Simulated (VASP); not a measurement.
Pt:

```
Pt
1.0
     0.00000    1.96090    1.96090
     1.96090    0.00000    1.96090
     1.96090    1.96090    0.00000
Pt
1
Cartesian
  0.0000 0.0000 0.0000
```

- Program: VASP 6.6.1
- Task: relaxation of cell and atoms
- Functional: PBE
- Potentials or basis: VASP PAW PBE potentials, release 64 (Pt)
- Cutoff: 700 eV
- k mesh: 18 × 18 × 18
- Occupations: gaussian, width 0.1 eV
- Spin: no spin polarisation

At the start: pressure 9.6 GPa; volume 15.08 Å³/atom.

Question: How do energy, volume and symmetry change on relaxing?

Answer: Over 17 steps the energy falls by 15.6 meV/atom and the volume is 15.62 Å³/atom (+3.6 %); space group Fm-3m (No. 225, to 0.05 Å).

Step by step:
```
step  energy change (eV)  largest force (eV/Å)  pressure (GPa)  volume (Å³)
   1              0.0000                0.0000            9.63        15.08
   2              0.0789                0.0000          -17.97        17.15
   3             -0.0156                0.0000           -0.34        15.64
   4             -0.0156                0.0000           -0.03        15.62
   5             -0.0156                0.0000            0.14        15.61
   6             -0.0156                0.0000            0.15        15.61
   7             -0.0156                0.0000            0.11        15.61
   8             -0.0156                0.0000            0.12        15.61
   9             -0.0156                0.0000            0.12        15.61
  10             -0.0156                0.0000            0.12        15.61
  11             -0.0156                0.0000            0.11        15.61
  12             -0.0156                0.0000            0.11        15.61
  13             -0.0156                0.0000            0.09        15.61
  14             -0.0156                0.0000            0.07        15.62
  15             -0.0156                0.0000            0.04        15.62
  16             -0.0156                0.0000           -0.05        15.62
  17             -0.0156                0.0000            0.00        15.62
```

Final structure:
```
Pt
1.0
     0.00000    1.98404    1.98404
     1.98404    0.00000    1.98404
     1.98404    1.98404    0.00000
Pt
1
Cartesian
  0.0000 0.0000 0.0000
```
